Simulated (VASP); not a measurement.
Energy against volume of Os (hcp). These are RPBE GGA, VASP's PBE PAW potentials (set 64) (plane waves; VASP) values and carry that method's errors. Settings: 520 eV cut-off, 15×15×9 Γ-centred mesh, first-order Methfessel-Paxton smearing of 0.10 eV, potentials Os.

Shape and ions are relaxed at each volume.

```csv
V (Å³/atom),E (eV/atom)
13.975,-10.58724
14.407,-10.60418
14.839,-10.58948
15.271,-10.54834
```

Fit these four points and predict the energy of the run at 13.542 Å³/atom.

A cubic in V^(−2/3), the third-order Birch-Murnaghan form, passes through the four points with V0 = 14.41 Å³/atom and B0 = 390 GPa, and gives -10.5323 eV/atom there. The run gave -10.5324 eV/atom, -0.1 meV/atom from the fit; all five points give B0 = 390 GPa.

The compound is Os in the hcp structure. It was relaxed first.
